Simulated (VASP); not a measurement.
Energy against volume of HfN (rock salt). Method: TPSS meta-GGA, VASP's PBE PAW potentials (set 64) (plane waves; VASP). Numerical set-up: 520 eV cut-off, 14×14×14 Γ-centred mesh, first-order Methfessel-Paxton smearing of 0.10 eV, potentials Hf_pv N.

```tsv
V (Å³/atom)	E (eV/atom)
11.243	-12.77544
11.591	-12.78535
11.938	-12.77702
12.286	-12.75315
```

Task: Fit these four points and predict the energy of the run at 10.895 Å³/atom.

Result: A cubic in V^(−2/3), the third-order Birch-Murnaghan form, passes through the four points with V0 = 11.60 Å³/atom and B0 = 279 GPa, and gives -12.7440 eV/atom there. The run gave -12.7441 eV/atom, -0.1 meV/atom from the fit; all five points give B0 = 279 GPa.

The compound is HfN in the rock salt structure. It was relaxed first.
